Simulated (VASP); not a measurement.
An input for Ansatz (written as the equivalent of a VASP run, and not itself run):

Ansatz 0.2 input:
```yaml
crystal:
  lattice:
    - [0.0000000, 2.7050000, 2.7050000]
    - [2.7050000, 0.0000000, 2.7050000]
    - [2.7050000, 2.7050000, 0.0000000]
  atoms:
    - { symbol: Cu, position: [0.0000000, 0.0000000, 0.0000000] }
    - { symbol: Cl, position: [0.2500000, 0.2500000, 0.2500000] }
kpoints:
  mp_grid: { grid: [8, 8, 8] }
hamiltonian:
  xc: pbe
  pseudopotentials: { kind: paw }
scf:
  occupations: { method: gaussian, width: 0.05 }
  max_iter: 100
output: { forces: true, stress: true, eigenvalues: true }
```

### Question
Translate this input to VASP (INCAR, KPOINTS, POSCAR, choice of POTCAR).

### Answer
Several could match; the one computed here: 
KPOINTS:
```
Automatic mesh
0
Gamma
8 8 8
0 0 0
```

### INCAR
```
ALGO = Normal
EDIFF = 1E-6
ENCUT = 400
GGA = PE
ISIF = 2
ISMEAR = 0
LASPH = .TRUE.
LCHARG = .FALSE.
LMAXMIX = 4
LREAL = .FALSE.
LWAVE = .FALSE.
NELM = 100
PREC = Accurate
SIGMA = 0.05
SYSTEM = CuCl
```

File POSCAR:
```
CuCl
1.0
  0.0000000000   2.7050000000   2.7050000000
  2.7050000000   0.0000000000   2.7050000000
  2.7050000000   2.7050000000   0.0000000000
Cu Cl
1 1
Cart
  0.0000000000   0.0000000000   0.0000000000
  1.3525000000   1.3525000000   1.3525000000
```

POTCAR, in this order: Cu Cl (PBE.64 set). Program: vasp_std.

Limits of the translation: each code has its own PAW files, so the cut-off isn't converted (ENCUT is set for VASP's; basis.ecutwfc is left out, and Ansatz then takes the one that its files recommend); Ansatz stops its SCF on the density residual and VASP on the energy change (EDIFF).

The compound is CuCl in the zinc blende structure. The cell was not relaxed at this level.
